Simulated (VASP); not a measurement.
# Coverage series on NbN(001), part 2 of 3

How do binding energy and the level below the vacuum change as the layer fills? Model: NbN(001), 2 x 2, four layers.

VASP 6.6.1, plane waves and PAW; the level of theory is named at each step.

So far: Set-up; Potential of the state, PBEsol.

### Step 3. Relax the state, PBEsol

State “2 of 4 Nb sites hold H”: the free atoms relax, with the lowest layers held.

Level: PBEsol; plane waves and PAW (Nb_sv, N, H).

System, named by how it was started: H on NbN(001). The cell holds 34 atoms: 16 Nb, 16 N and 2 H. Cell: a = 6.208 Å, b = 6.208 Å, c = 24.335 Å, α = 90.0°, β = 90.0°, γ = 90.0°. It derives from NbN. Vacuum lies along c.

Contents of INCAR:

```
SYSTEM = Nb8HN8
PREC = Normal
ENCUT = 400
EDIFF = 1E-05
NELM = 120
ISMEAR = 1
SIGMA = 0.1
LREAL = Auto
ALGO = Fast
GGA = PS
NBANDS = 168
LASPH = .TRUE.
LORBIT = 11
LWAVE = .FALSE.
LCHARG = .FALSE.
KPAR = 4
NCORE = 2
IBRION = 2
NSW = 80
ISIF = 2
EDIFFG = -0.04
POTIM = 0.4
MAXMIX = 40
IDIPOL = 3
LDIPOL = .TRUE.
DIPOL = 0.5 0.5 0.476
ISYM = 2
```

Contents of POSCAR:

```
Nb8HN8
1.0
    6.2083975390      0.0000000000      0.0000000000
    0.0000000000      6.2083975390      0.0000000000
    0.0000000000      0.0000000000     24.3350000000
Nb N H
16 16 2
Selective dynamics
Direct
    0.0000000000      0.0000000000      0.3287446070  F F F
    0.0000000000      0.5000000000      0.3287446070  F F F
    0.5000000000      0.0000000000      0.3287446070  F F F
    0.5000000000      0.5000000000      0.3287446070  F F F
    0.2500000000      0.2500000000      0.4189439080  F F F
    0.2500000000      0.7500000000      0.4189439080  F F F
    0.7500000000      0.2500000000      0.4189439080  F F F
    0.7500000000      0.7500000000      0.4189439080  F F F
    0.0000000000      0.0000000000      0.5091432090  T T T
    0.0000000000      0.5000000000      0.5091432090  T T T
    0.5000000000      0.0000000000      0.5091432090  T T T
    0.5000000000      0.5000000000      0.5091432090  T T T
    0.2500000000      0.2500000000      0.5993425110  T T T
    0.2500000000      0.7500000000      0.5993425110  T T T
    0.7500000000      0.2500000000      0.5993425110  T T T
    0.7500000000      0.7500000000      0.5993425110  T T T
    0.2500000000      0.2500000000      0.3287446070  F F F
    0.2500000000      0.7500000000      0.3287446070  F F F
    0.7500000000      0.2500000000      0.3287446070  F F F
    0.7500000000      0.7500000000      0.3287446070  F F F
    0.0000000000      0.0000000000      0.4189439080  F F F
    0.0000000000      0.5000000000      0.4189439080  F F F
    0.5000000000      0.0000000000      0.4189439080  F F F
    0.5000000000      0.5000000000      0.4189439080  F F F
    0.2500000000      0.2500000000      0.5091432090  T T T
    0.2500000000      0.7500000000      0.5091432090  T T T
    0.7500000000      0.2500000000      0.5091432090  T T T
    0.7500000000      0.7500000000      0.5091432090  T T T
    0.0000000000      0.0000000000      0.5993425110  T T T
    0.0000000000      0.5000000000      0.5993425110  T T T
    0.5000000000      0.0000000000      0.5993425110  T T T
    0.5000000000      0.5000000000      0.5993425110  T T T
    0.2500000000      0.2500000000      0.6712553930  T T T
    0.7500000000      0.7500000000      0.6712553930  T T T
```

Contents of KPOINTS:

```
Automatic mesh
0
Gamma
4 4 1
0 0 0
```

Potentials, in the order of the species: Nb_sv, N and H (PBE family, release 64).

Started as:

```sh
$ mpirun -np 8 vasp_std
```

What it wrote:

```text
[banner, memory and clock lines left out]
running    8 mpi-ranks, on    1 nodes
[...]
[... a notice as in an earlier step ...]

 LDA part: xc-table for (Slater+PW92), standard interpolation
 POSCAR, INCAR and KPOINTS ok, starting setup
[...]
entering main loop
       N       E                     dE             d eps       ncg     rms          rms(c)
DAV:   1     0.299721880722E+04    0.29972E+04   -0.14343E+05  2440   0.133E+03
DAV:   2    -0.680452829284E+02   -0.30653E+04   -0.30025E+04  2576   0.531E+02
DAV:   3    -0.370867184767E+03   -0.30282E+03   -0.29745E+03  2696   0.135E+02
DAV:   4    -0.404405267969E+03   -0.33538E+02   -0.33263E+02  3832   0.452E+01
[...]
RMM:  10    -0.348452233502E+03    0.13629E+01   -0.43499E+00  2972   0.439E+00    0.342E+00
RMM:  11    -0.348159754116E+03    0.29248E+00   -0.21180E+00  3128   0.276E+00    0.154E+00
RMM:  12    -0.348283199967E+03   -0.12345E+00   -0.16118E+00  3447   0.184E+00    0.115E+00
WARNING in EDDRMM: call to ZHEGV failed, returncode =   6  3     72
RMM:  13    -0.348333711887E+03   -0.50512E-01   -0.69081E-01  3247   0.149E+00    0.425E-01
RMM:  14    -0.348396934858E+03   -0.63223E-01   -0.64837E-01  3487   0.106E+00    0.422E-01
RMM:  15    -0.348420023372E+03   -0.23089E-01   -0.28796E-01  3552   0.759E-01    0.282E-01
RMM:  16    -0.348447403772E+03   -0.27380E-01   -0.27084E-01  3636   0.579E-01    0.261E-01
[...]
RMM:  23    -0.348504077008E+03   -0.27936E-02   -0.28166E-02  3197   0.141E-01    0.518E-02
RMM:  24    -0.348506582305E+03   -0.25053E-02   -0.24629E-02  3102   0.119E-01    0.870E-02
RMM:  25    -0.348508356929E+03   -0.17746E-02   -0.17934E-02  3018   0.100E-01    0.103E-01
WARNING in EDDRMM: call to ZHEGV failed, returncode =   6  3    129
RMM:  26    -0.348509904063E+03   -0.15471E-02   -0.15645E-02  2917   0.850E-02    0.114E-01
RMM:  27    -0.348511205710E+03   -0.13016E-02   -0.12137E-02  3037   0.768E-02    0.153E-01
RMM:  28    -0.348512223178E+03   -0.10175E-02   -0.10327E-02  2690   0.633E-02    0.164E-01
RMM:  29    -0.348512988796E+03   -0.76562E-03   -0.83187E-03  2605   0.554E-02    0.150E-01
RMM:  30    -0.348513442258E+03   -0.45346E-03   -0.64585E-03  3125   0.625E-02    0.921E-02
WARNING in EDDRMM: call to ZHEGV failed, returncode =   6  3     82
RMM:  31    -0.348513990385E+03   -0.54813E-03   -0.54636E-03  2362   0.445E-02    0.932E-02
RMM:  32    -0.348514440221E+03   -0.44984E-03   -0.44164E-03  2110   0.354E-02    0.102E-01
RMM:  33    -0.348514813787E+03   -0.37357E-03   -0.37518E-03  2014   0.305E-02    0.106E-01
RMM:  34    -0.348515060081E+03   -0.24629E-03   -0.29401E-03  2194   0.307E-02    0.891E-02
[...]
RMM:  43    -0.348516294564E+03   -0.68289E-04   -0.69418E-04  1157   0.102E-02    0.640E-02
[...]
WARNING in EDDRMM: call to ZHEGV failed, returncode =   8  4     84
WARNING in EDDRMM: call to ZHEGV failed, returncode =   6  3    110
[...]
WARNING in EDDRMM: call to ZHEGV failed, returncode =   6  3    117
[...]
WARNING in EDDRMM: call to ZHEGV failed, returncode =   6  3     96
[...]
WARNING in EDDRMM: call to ZHEGV failed, returncode =   6  3     70
[...]
WARNING in EDDRMM: call to ZHEGV failed, returncode =   8  4     87
[...]
WARNING in EDDRMM: call to ZHEGV failed, returncode =   6  3     76
   6 F= -.34943940E+03 E0= -.34943846E+03  d E =-.365341E-01
[...]
WARNING in EDDRMM: call to ZHEGV failed, returncode =   8  4    109
[...]
WARNING in EDDRMM: call to ZHEGV failed, returncode =   8  4    122
[...]
WARNING in EDDRMM: call to ZHEGV failed, returncode =   6  3     97
   7 F= -.34944493E+03 E0= -.34944425E+03  d E =-.420648E-01
[...]
WARNING in EDDRMM: call to ZHEGV failed, returncode =   6  3     84
[...]
WARNING in EDDRMM: call to ZHEGV failed, returncode =   6  3     96
[...]
WARNING in EDDRMM: call to ZHEGV failed, returncode =   8  4     70
WARNING in EDDRMM: call to ZHEGV failed, returncode =   6  3     86
[...]
WARNING in EDDRMM: call to ZHEGV failed, returncode =   8  4    112
WARNING in EDDRMM: call to ZHEGV failed, returncode =   6  3    122
[...]
WARNING in EDDRMM: call to ZHEGV failed, returncode =   6  3     91
   8 F= -.34947140E+03 E0= -.34946950E+03  d E =-.264713E-01
[...]
WARNING in EDDRMM: call to ZHEGV failed, returncode =   6  3     95
[...]
WARNING in EDDRMM: call to ZHEGV failed, returncode =   6  3    113
[...]
WARNING in EDDRMM: call to ZHEGV failed, returncode =   6  3    118
   9 F= -.34947736E+03 E0= -.34947408E+03  d E =-.324326E-01
[...]
WARNING in EDDRMM: call to ZHEGV failed, returncode =   8  4    120
[...]
WARNING in EDDRMM: call to ZHEGV failed, returncode =   8  4    128
  10 F= -.34949552E+03 E0= -.34949129E+03  d E =-.181578E-01
[...]
WARNING in EDDRMM: call to ZHEGV failed, returncode =   6  3     87
WARNING in EDDRMM: call to ZHEGV failed, returncode =   8  4    125
[...]
WARNING in EDDRMM: call to ZHEGV failed, returncode =   6  3     97
WARNING in EDDRMM: call to ZHEGV failed, returncode =   6  3    120
  11 F= -.34949920E+03 E0= -.34949419E+03  d E =-.218401E-01
[...]
WARNING in EDDRMM: call to ZHEGV failed, returncode =   6  3    140
[...]
WARNING in EDDRMM: call to ZHEGV failed, returncode =   6  3    119
[...]
WARNING in EDDRMM: call to ZHEGV failed, returncode =   6  3    108
[...]
WARNING in EDDRMM: call to ZHEGV failed, returncode =   6  3    124
[...]
WARNING in EDDRMM: call to ZHEGV failed, returncode =   6  3    126
  12 F= -.34950179E+03 E0= -.34949671E+03  d E =-.258542E-02
  13 F= -.34950311E+03 E0= -.34949807E+03  d E =-.391008E-02
  14 F= -.34950311E+03 E0= -.34949807E+03  d E =-.391012E-02
  15 F= -.34950425E+03 E0= -.34949924E+03  d E =-.113443E-02
  16 F= -.34950442E+03 E0= -.34949941E+03  d E =-.130924E-02
[...]
reached required accuracy - stopping structural energy minimisation
```

Elapsed: 18 min, on 8 MPI ranks of AMD EPYC 7R43, shared host; peak memory 3.2 GiB.

From OUTCAR (step 3):

```text
  LATTYP: Found a simple tetragonal cell.
 ALAT       =     6.2083975390
 C/A-ratio  =     3.9196910068

 Subroutine GETGRP returns: Found  8 space group operations
 (whereof  4 operations were pure point group operations)

The static configuration has the point symmetry C_2v.
 The point group associated with its full space group is C_4v.

 Found      6 irreducible k-points:

   dimension x,y,z NGX =    30 NGY =   30 NGZ =  120
   dimension x,y,z NGXF=    60 NGYF=   60 NGZF=  240

   ENCUT  =  400.0 eV  29.40 Ry    5.42 a.u.  10.12 10.12 39.68*2*pi/ulx,y,z

   NELECT =     290.0000    total number of electrons

 dipolmoment           0.000000      0.000000      0.438749 electrons x Angstroem

 E-fermi :   2.3433

 k-point     1 :       0.0000    0.0000    0.0000
  band No.  band energies     occupation
    ...
    137       0.5466      2.00000
    138       0.5466      2.00000
    139       1.3564      2.00000
    140       1.3564      2.00000
    141       2.1885      2.05093
    142       2.4703     -0.07033
    143       2.6101     -0.00106
    144       2.6101     -0.00106
    145       2.6593     -0.00007
    146       2.6593     -0.00007
    ...

 k-point     2 :       0.2500    0.0000    0.0000
  band No.  band energies     occupation
    ...
    140       1.3719      2.00000
    141       1.6119      2.00000
    142       1.6122      2.00000
    143       2.1636      2.02907
    144       2.2686      1.95044
    145       2.4129      0.08269
    146       2.5256     -0.02712
    147       2.5523     -0.01181
    148       2.5943     -0.00221
    149       2.6328     -0.00033
    ...

  Total      -48.6469392    -48.6469392    -18.1812182      0.0000000      0.0000000      0.0000000
  in kB      -83.0951577    -83.0951577    -31.0558324      0.0000000      0.0000000      0.0000000
  external PRESSURE =     -65.7487159 kB  Pullay stress =       0.0000000 kB

  energy-cutoff  :      400.00
  volume of cell :      937.97
      direct lattice vectors                 reciprocal lattice vectors
     6.208397539  0.000000000  0.000000000     0.161072160  0.000000000  0.000000000
     0.000000000  6.208397539  0.000000000     0.000000000  0.161072160  0.000000000
     0.000000000  0.000000000 24.335000000     0.000000000  0.000000000  0.041093076

 POSITION                                       TOTAL-FORCE (eV/Angst)
 -----------------------------------------------------------------------------------
      0.00000      0.00000      8.00000         0.000000     -0.000000      2.705963
      0.00000      3.10420      8.00000         0.000000     -0.000000      2.705963
      3.10420      0.00000      8.00000         0.000000     -0.000000      2.705963
      3.10420      3.10420      8.00000         0.000000     -0.000000      2.705963
      1.55210      1.55210     10.19500        -0.000000      0.000000     -0.772719
      1.55210      4.65630     10.19500         0.000000     -0.000000     -0.833689
      4.65630      1.55210     10.19500        -0.000000     -0.000000     -0.833689
      4.65630      4.65630     10.19500         0.000000     -0.000000     -0.772719
      0.00000      6.20840     12.54555         0.000000     -0.000000      0.033785
      0.00000      3.10420     12.54555         0.000000     -0.000000      0.033785
      3.10420      0.00000     12.54555         0.000000      0.000000      0.033785
      3.10420      3.10420     12.54555         0.000000     -0.000000      0.033785
      1.55210      1.55210     14.64275         0.000000     -0.000000      0.028300
      1.55210      4.65630     14.52642         0.000000     -0.000000     -0.012899
      4.65630      1.55210     14.52642         0.000000     -0.000000     -0.012899
      4.65630      4.65630     14.64275         0.000000     -0.000000      0.028300
      1.55210      1.55210      8.00000         0.000000     -0.000000     -1.806404
      1.55210      4.65630      8.00000         0.000000     -0.000000     -1.553351
      4.65630      1.55210      8.00000         0.000000     -0.000000     -1.553351
      4.65630      4.65630      8.00000         0.000000     -0.000000     -1.806404
      0.00000      0.00000     10.19500         0.000000     -0.000000     -0.249068
      0.00000      3.10420     10.19500         0.000000     -0.000000     -0.249068
      3.10420      0.00000     10.19500         0.000000     -0.000000     -0.249068
      3.10420      3.10420     10.19500         0.000000     -0.000000     -0.249068
      1.55210      1.55210     12.33937         0.000000     -0.000000     -0.026915
      1.55210      4.65630     12.42140         0.000000     -0.000000     -0.009285
      4.65630      1.55210     12.42140         0.000000      0.000000     -0.009285
      4.65630      4.65630     12.33937         0.000000      0.000000     -0.026915
      6.20840      0.00000     14.74917         0.000000      0.000000      0.002466
      6.20840      3.10420     14.74917         0.000000     -0.000000      0.002466
      3.10420      6.20840     14.74917         0.000000     -0.000000      0.002466
      3.10420      3.10420     14.74917         0.000000     -0.000000      0.002466
      1.55210      1.55210     16.43434         0.000000     -0.000000      0.000668
      4.65630      4.65630     16.43434         0.000000     -0.000000      0.000668
 -----------------------------------------------------------------------------------
    total drift:                                0.000000      0.000000     -0.071594

  FREE ENERGIE OF THE ION-ELECTRON SYSTEM (eV)
  ---------------------------------------------------
  free  energy   TOTEN  =      -349.5044207588 eV

  energy  without entropy=     -349.4893967949  energy(sigma->0) =     -349.49941277

 reached required accuracy - stopping structural energy minimisation

 vacuum level on the upper side and lower side of the slab         7.227         5.190

 total charge
# of ion       s       p       d       tot
------------------------------------------
    1        2.147   6.028   2.413  10.588
    2        2.147   6.028   2.413  10.588
    3        2.147   6.028   2.413  10.588
    4        2.147   6.028   2.413  10.588
    5        2.154   6.062   2.435  10.651
    6        2.149   6.055   2.434  10.638
    7        2.149   6.055   2.434  10.638
    8        2.154   6.062   2.435  10.651
    9        2.147   6.049   2.474  10.671
   10        2.147   6.049   2.474  10.671
   11        2.147   6.049   2.474  10.671
   12        2.147   6.049   2.474  10.671
   13        2.173   6.057   2.363  10.593
   14        2.149   6.038   2.424  10.612
   15        2.149   6.038   2.424  10.612
   16        2.173   6.057   2.363  10.593
   17        1.253   2.387   0.000   3.640
   18        1.252   2.388   0.000   3.640
   19        1.252   2.388   0.000   3.640
   20        1.253   2.387   0.000   3.640
   21        1.246   2.426   0.000   3.672
   22        1.246   2.426   0.000   3.672
   23        1.246   2.426   0.000   3.672
   24        1.246   2.426   0.000   3.672
   25        1.250   2.434   0.000   3.684
   26        1.247   2.453   0.000   3.700
   27        1.247   2.453   0.000   3.700
   28        1.250   2.434   0.000   3.684
   29        1.257   2.370   0.000   3.628
   30        1.257   2.370   0.000   3.628
   31        1.257   2.370   0.000   3.628
   32        1.257   2.370   0.000   3.628
   33        0.526   0.007   0.000   0.534
   34        0.526   0.007   0.000   0.534
--------------------------------------------------
tot         55.494 135.261  38.864 229.618

[... 1 part as in an earlier step ...]

[... 7 further parts left out ...]
```

Read from the output:

```
energy(sigma→0) of the program : -349.4994 eV
ionic steps                    : 16
```

(Part 2 of 3 ends here.)

[Lines on the potential files, build, host, timing and source positions are cut from VASP's logs without a mark.]

[Logs are printed without paths, hosts, clocks, repeated set-up lines and the standing remarks that a program may print on its own settings, such as how far it seeks lower states.]

[Hosts, paths, dates, database ids (printed as entryN), source tags and the programs' standing remarks are cut or masked in the printed files.]
